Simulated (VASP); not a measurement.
# GaBiSe4 (P2/m) in VASP: relaxation of cell and atoms with PBE

Aim: the relaxation of cell and atoms of GaBiSe4 with PBE.

Everything below comes from runs of VASP 6.6.1. Logs are shortened: lines on timing, memory, paths and dates and some standing lists are left out, and cuts for length are marked.

## Step 1: The crystal as given

The structure is monoclinic, space group P2/m (No. 10). Conventional cell: a = 6.173 Å, b = 3.961 Å, c = 6.532 Å, α = 90.00°, β = 90.66°, γ = 90.00°. Ga (site symmetry 2/m) is surrounded by 6 Se at 2.60 to 2.66 Å. Around Bi (site symmetry 2/m) lie 6 Se at 2.85 to 2.87 Å. Around Se (site symmetry m) lie 2 Ga at 2.66 Å and 1 Bi at 2.85 Å. Around Se (site symmetry m) lie 1 Ga at 2.60 Å and 2 Bi at 2.87 Å.

The cell was built by a generator and needn't be a form met in nature.

## Step 2: Relaxation of cell and atoms, PBE

Input file INCAR:

```
SYSTEM = GaBiSe4
ALGO = Normal ; EDIFF = 1E-6
EDIFFG = -0.01 ; ENCUT = 520
GGA = PE ; IBRION = 2
ISIF = 3 ; ISMEAR = 0
KPAR = 4 ; LASPH = .TRUE.
LCHARG = .FALSE. ; LREAL = .FALSE.
LWAVE = .FALSE. ; NELM = 120
NSW = 90 ; PREC = Accurate
SIGMA = 0.1
```

Input file KPOINTS:

```
k-points
0
G
  6 8 6
  0 0 0
```

Input file POSCAR:

```
GaBiSe4
1.0
    6.1730992200      0.0000000000      0.0000000000
    0.0000000000      3.9610000000      0.0000000000
   -0.0750342700      0.0000000000      6.5316795600
Ga Bi Se
1 1 4
Direct
    0.0000000000      0.0000000000      0.0000000000
    0.0000000000      0.5000000000      0.5000000000
    0.2495010900      0.5000000000      0.1360582600
    0.7504989100      0.5000000000      0.8639417400
    0.7328000700      0.0000000000      0.3046001200
    0.2671999300      0.0000000000      0.6953998800
```

Potentials or basis: VASP PAW PBE potentials, release 64 (Ga_d, Bi_d, Se).

Command:

```console
$ cat potpaw_PBE.64/Ga_d/POTCAR potpaw_PBE.64/Bi_d/POTCAR potpaw_PBE.64/Se/POTCAR > POTCAR
$ mpirun -np 4 vasp_std > vasp.out
```

OUTCAR:

```text
SYSTEM = GaBiSe4
   EDIFF = 1E-6
   EDIFFG = -0.01
   ENCUT = 520
   GGA = PE
   IBRION = 2
   ISIF = 3
   ISMEAR = 0
   LASPH = .TRUE.
   LREAL = .FALSE.
   NELM = 120
   NSW = 90
   PREC = Accurate

 ion  position               nearest neighbor table
   1  0.000  0.000  0.000-   5 2.60   6 2.60   3 2.66   4 2.66   3 2.66   4 2.66
   2  0.000  0.500  0.500-   3 2.85   4 2.85   5 2.87   6 2.87   5 2.87   6 2.87
   3  0.250  0.500  0.136-   1 2.66   1 2.66   2 2.85
   4  0.750  0.500  0.864-   1 2.66   1 2.66   2 2.85
   5  0.733  0.000  0.305-   1 2.60   2 2.87   2 2.87
   6  0.267  0.000  0.695-   1 2.60   2 2.87   2 2.87

  LATTYP: Found a simple monoclinic cell.
 ALAT       =     6.1730992200
 B/A-ratio  =     0.6416550032
 C/A-ratio  =     1.0581573858
 COS(beta)  =    -0.0114869872

  Lattice vectors:

 A1 = (   6.1730992200,   0.0000000000,   0.0000000000)
 A2 = (   0.0000000000,   3.9610000000,   0.0000000000)
 A3 = (  -0.0750342700,   0.0000000000,   6.5316795600)

Analysis of symmetry for initial positions (statically):
=====================================================================
 Subroutine PRICEL returns:
 Original cell was already a primitive cell.

 Routine SETGRP: Setting up the symmetry group for a
 simple monoclinic supercell.

 Subroutine GETGRP returns: Found  4 space group operations
 (whereof  4 operations were pure point group operations)
 out of a pool of  4 trial point group operations.

The static configuration has the point symmetry C_2h.

Analysis of symmetry for dynamics (positions and initial velocities):
=====================================================================
 Subroutine PRICEL returns:
 Original cell was already a primitive cell.

 Routine SETGRP: Setting up the symmetry group for a
 simple monoclinic supercell.

 Subroutine GETGRP returns: Found  4 space group operations
 (whereof  4 operations were pure point group operations)
 out of a pool of  4 trial point group operations.

The dynamic configuration has the point symmetry C_2h.

 Subroutine INISYM returns: Found  4 space group operations
 (whereof  4 operations are pure point group operations),
 and found     1 'primitive' translations

----------------------------------------------------------------------------------------

                                     Primitive cell

  volume of cell :     159.7103

  direct lattice vectors                    reciprocal lattice vectors
     6.173099220  0.000000000  0.000000000     0.161993184  0.000000000  0.001860936
     0.000000000  3.961000000  0.000000000     0.000000000  0.252461500  0.000000000
    -0.075034270  0.000000000  6.531679560     0.000000000  0.000000000  0.153099978

  length of vectors
     6.173099220  3.961000000  6.532110533     0.162003873  0.252461500  0.153099978

  position of ions in fractional coordinates (direct lattice)
     0.000000000  0.000000000  0.000000000
     0.000000000  0.500000000  0.500000000
     0.249501090  0.500000000  0.136058260
     0.750498910  0.500000000  0.863941740
     0.732800070  0.000000000  0.304600120
     0.267199930  0.000000000  0.695399880

  ion indices of the primitive-cell ions
   primitive index   ion index
                 1           1
                 2           2
                 3           3
                 4           4
                 5           5
                 6           6

----------------------------------------------------------------------------------------

 KPOINTS: k-points

Automatic generation of k-mesh.
 Grid dimensions read from file:
 generate k-points for:    6    8    6

 Generating k-lattice:

  Cartesian coordinates                     Fractional coordinates (reciprocal lattice)
     0.026998864  0.000000000  0.000310156     0.166666667  0.000000000  0.000000000
     0.000000000  0.031557687  0.000000000     0.000000000  0.125000000  0.000000000
     0.000000000  0.000000000  0.025516663     0.000000000  0.000000000  0.166666667

  Length of vectors
     0.027000645  0.031557687  0.025516663

  Shift w.r.t. Gamma in fractional coordinates (k-lattice)
     0.000000000  0.000000000  0.000000000

 Subroutine IBZKPT returns following result:
 ===========================================

 Found    100 irreducible k-points:

 Following reciprocal coordinates:
            Coordinates               Weight
  0.000000  0.000000  0.000000      1.000000
  0.166667  0.000000  0.000000      2.000000
  0.333333  0.000000  0.000000      2.000000
  0.500000  0.000000  0.000000      1.000000
  0.000000  0.125000  0.000000      2.000000
  0.166667  0.125000  0.000000      4.000000
[... 16 lines left out ...]
  0.333333  0.000000  0.166667      2.000000
  0.500000  0.000000  0.166667      2.000000
 [... further k-points ...]
   k-points           NKPTS =    100   k-points in BZ     NKDIM =    100   number of bands    NBANDS=     31
   number of dos      NEDOS =    301   number of ions     NIONS =      6
   total plane-waves  NPLWV =  72000
   dimension x,y,z NGX =    48 NGY =   30 NGZ =   50
   dimension x,y,z NGXF=    96 NGYF=   60 NGZF=  100
   ions per type =               1   1   4
   NGX,Y,Z   is equivalent  to a cutoff of  12.93, 12.59, 12.73 a.u.
   NGXF,Y,Z  is equivalent  to a cutoff of  25.85, 25.18, 25.45 a.u.
 SYSTEM =  GaBiSe4
   PREC   = accura    normal or accurate (medium, high low for compatibility)
   ISTART =      0    job   : 0-new  1-cont  2-samecut
   ICHARG =      2    charge: 1-file 2-atom 10-const
   ISPIN  =      1    spin polarized calculation?
   LNONCOLLINEAR =      F non collinear calculations
   LSORBIT =      F    spin-orbit coupling
   LASPH  =      T    aspherical Exc in radial PAW
   ENCUT  =  520.0 eV  38.22 Ry    6.18 a.u.  11.48  7.36 12.15*2*pi/ulx,y,z
   NELM   =    120;   NELMIN=  2; NELMDL= -5     # of ELM steps
   EDIFF  = 0.1E-05   stopping-criterion for ELM
   LREAL  =      F    real-space projection
   EDIFFG = -.1E-01   stopping-criterion for IOM
   NSW    =     90    number of steps for IOM
   IBRION =      2    ionic relax: 0-MD 1-quasi-New 2-CG
   NFREE  =      1    steps in history (QN), initial steepest desc. (CG)
   ISIF   =      3    stress and relaxation
   ISYM   =      2    0-nonsym 1-usesym 2-fastsym
   POTIM  = 0.5000    time-step for ionic-motion
   TEBEG  =    0.0;   TEEND  =   0.0 temperature during run
   PSTRESS=    0.0 pullay stress
   NELECT =      52.0000    total number of electrons
   NUPDOWN=      -1.0000    fix difference up-down
   EMIN   =  10.00;   EMAX   =-10.00  energy-range for DOS
   EFERMI =   0.00;   METHOD = LEGACY
   ISMEAR =     0;   SIGMA  =   0.10  broadening in eV -4-tet -1-fermi 0-gaus
   EFERMI_NEDOS =   21; number of points for ismear=-14 and -15
   IALGO  =     38    algorithm
   IMIX   =      4    mixing-type and parameters
     AMIX     =   0.40;   BMIX     =  1.00
     AMIX_MAG =   1.60;   BMIX_MAG =  1.00
  volume/ion in A,a.u.               =      26.62       179.63
  Fermi-wavevector in a.u.,A,eV,Ry     =   1.126242  2.128288 17.257908  1.268420
  Thomas-Fermi vector in A             =   2.262923
   LORBIT       =      0    0 simple, 1 ext, 2 COOP (PROOUT), +10 PAW based schemes
   GGA     = PE    functional components
   LHFCALC =     F    Hartree Fock is set to
   AEXX    =    0.0000 exact exchange contribution
   IVDW    =     0    specifies the selected vdW correction
   LEPSILON=     F    determine dielectric tensor
   LRPA    =     F    only Hartree local field effects (RPA)
 conjugate gradient relaxation of ions
 non-spin polarized calculation
 Gauss-broadening in eV      SIGMA  =   0.10
  energy-cutoff  :      520.00
  volume of cell :      159.71
 maximum number of plane-waves:      4336
 NGX is ok and might be reduce to    48
   NGX = 23   NGY = 15   NGZ = 25

--------------------------------------- Ionic step        1  -------------------------------------------

 number of electron      51.9999988 magnetization

 Free energy of the ion-electron system (eV)
  ---------------------------------------------------
  ext. energy  EPLUGINS =         0.00000000
  ---------------------------------------------------
  free energy    TOTEN  =       -21.58045766 eV

  energy without entropy =      -21.55749552  energy(sigma->0) =      -21.56897659

------------------------ aborting loop because EDIFF is reached ----------------------------------------

  FORCE on cell =-STRESS in cart. coord.  units (eV):
  Direction    XX          YY          ZZ          XY          YZ          ZX
  --------------------------------------------------------------------------------------
  -------------------------------------------------------------------------------------
  Total       -0.1456599     -0.5112381      0.7415095      0.0000000      0.0000000      0.1820691
  in kB       -1.4612263     -5.1286234      7.4386537      0.0000000      0.0000000      1.8264755
  external PRESSURE =       0.2829346 kB  Pullay stress =       0.0000000 kB
[... 101 lines left out ...]
  FREE ENERGIE OF THE ION-ELECTRON SYSTEM (eV)
  ---------------------------------------------------
  free  energy   TOTEN  =       -21.5979173965 eV

  energy  without entropy=      -21.5740694195  energy(sigma->0) =      -21.58599341

 E-fermi :   4.8618     XC(G=0):  -9.9574

 val. band max:        4.8582111589   @ k =   0.3333   0.3750   0.0000
 cond. band min:       4.8653823447   @ k =   0.0000   0.0000   0.5000
 fundamental gap:      0.0071711858
 Fermi energy:         4.8617788945

 k-point     1 :       0.0000    0.0000    0.0000
  band No.  band energies     occupation
      1     -18.0881      2.00000
      2     -18.0457      2.00000
      3     -18.0435      2.00000
      4     -18.0285      2.00000
      5     -18.0248      2.00000
      6     -10.0522      2.00000
[... 805 lines left out ...]
     30       7.5658      0.00000
     31       8.2498      0.00000

 [... further k-points ...]

[... ionic steps 4 to 50 ...]

--------------------------------------- Ionic step       51  -------------------------------------------

 number of electron      51.9999979 magnetization

------------------------ aborting loop because EDIFF is reached ----------------------------------------
[... 75 lines left out ...]
--------------------------------------- Ionic step       53  -------------------------------------------

 number of electron      51.9999979 magnetization

 Free energy of the ion-electron system (eV)
  ---------------------------------------------------
  ext. energy  EPLUGINS =         0.00000000
  ---------------------------------------------------
  free energy    TOTEN  =       -22.26622799 eV

  energy without entropy =      -22.26519201  energy(sigma->0) =      -22.26571000

 E-fermi :   3.4486     XC(G=0):  -9.0715

 val. band max:        3.3824358997   @ k =   0.5000   0.3750   0.0000
 cond. band min:       3.4982865599   @ k =   0.5000   0.5000   0.1667
 fundamental gap:      0.1158506601
 Fermi energy:         3.4485856530

 k-point     1 :       0.0000    0.0000    0.0000
  band No.  band energies     occupation
      1     -19.7139      2.00000
      2     -19.7010      2.00000
      3     -19.6921      2.00000
      4     -19.6472      2.00000
      5     -19.6368      2.00000
      6     -11.6004      2.00000
[... 805 lines left out ...]
     30       5.8060      0.00000
     31       6.5063      0.00000

 [... further k-points ...]

------------------------ aborting loop because EDIFF is reached ----------------------------------------

  FORCE on cell =-STRESS in cart. coord.  units (eV):
  Direction    XX          YY          ZZ          XY          YZ          ZX
  --------------------------------------------------------------------------------------
  -------------------------------------------------------------------------------------
  Total        0.0354725      0.0003095      0.0178133      0.0000000      0.0000000      0.0266415
  in kB        0.3402811      0.0029694      0.1708791      0.0000000      0.0000000      0.2555670
  external PRESSURE =       0.1713765 kB  Pullay stress =       0.0000000 kB
[... 21 lines left out ...]
  FREE ENERGIE OF THE ION-ELECTRON SYSTEM (eV)
  ---------------------------------------------------
  free  energy   TOTEN  =       -22.2662279856 eV

  energy  without entropy=      -22.2651920071  energy(sigma->0) =      -22.26571000

 reached required accuracy - stopping structural energy minimisation
```

It took 58 min on 4 MPI ranks of Intel Xeon Platinum 8488C (Sapphire Rapids), shared host; peak memory 0.63 GiB.

What came out:

| Property | Result |
| --- | --- |
| Free energy | -22.2662 eV |
| Relaxed volume | 27.84 Å³/atom |
| Relaxed cell | a = 5.614 Å, b = 4.221 Å, c = 7.370 Å, α = 90.00°, β = 73.00°, γ = 90.00° |
| Space group after relaxing (to 0.05 Å) | P2/m (No. 10) |
| Energy gained by relaxing | 114.3 meV/atom |
| Ionic steps | 53 |
| Pressure after relaxing | 0.0 GPa |
| Largest force after relaxing | 0.009 eV/Å |
| Band gap on the k mesh | none (metal or under the smearing width) |

Forces in eV/Å, atoms in the order of the input:
```
Ga   0.000  0.000  0.000
Bi   0.000  0.000  0.000
Se  -0.006  0.000 -0.006
Se   0.006  0.000  0.006
Se   0.001  0.000 -0.006
Se  -0.001  0.000  0.006
```

Step by step:
```tsv
step	energy change (eV)	largest force (eV/Å)	pressure (GPa)	volume (Å³)
1	0.0000	0.0945	0.03	159.71
3	-0.0175	0.0566	-0.23	160.07
5	-0.0200	0.0989	0.21	158.58
7	-0.0232	0.1197	-0.07	158.42
9	-0.0375	0.1323	-0.33	157.34
11	-0.1842	0.2473	-0.72	151.90
13	-0.2194	0.3053	-0.29	150.24
15	-0.2371	0.2997	0.02	148.62
17	-0.2390	0.2955	0.09	148.26
19	-0.2406	0.3179	0.23	147.63
21	-0.2430	0.2936	0.17	147.88
23	-0.2596	0.2976	0.19	148.09
25	-0.3024	0.3536	0.38	148.91
27	-0.3112	0.4368	0.66	149.49
29	-0.3603	0.3899	0.02	152.42
31	-0.4457	0.5728	-1.67	165.81
33	-0.4790	0.5284	-0.97	166.79
35	-0.5484	0.3956	0.02	163.36
37	-0.5708	0.3269	1.11	160.18
39	-0.6430	0.3350	-0.26	164.02
41	-0.6620	0.1917	0.00	163.97
43	-0.6687	0.1206	0.09	164.23
45	-0.6702	0.2328	-0.35	167.58
47	-0.6820	0.0832	0.19	165.57
49	-0.6849	0.0622	-0.05	166.90
51	-0.6856	0.0401	0.03	167.04
53	-0.6858	0.0089	0.02	167.02
```

Final structure:
```
CELL_PARAMETERS angstrom
5.54406 0.00000 0.88357
0.00000 4.22096 0.00000
1.01833 0.00000 7.29946
ATOMIC_POSITIONS crystal
Ga 0.00000 0.00000 0.00000
Bi 0.00000 0.50000 0.50000
Se 0.27959 0.50000 0.07857
Se 0.72041 0.50000 0.92143
Se 0.75366 0.00000 0.33627
Se 0.24634 0.00000 0.66373
```

Caveat: spin-orbit coupling is left out, which moves the levels of the heavy elements; this functional lacks dispersion, which binds the layers, so the pressure and a relaxed spacing across them are unreliable.
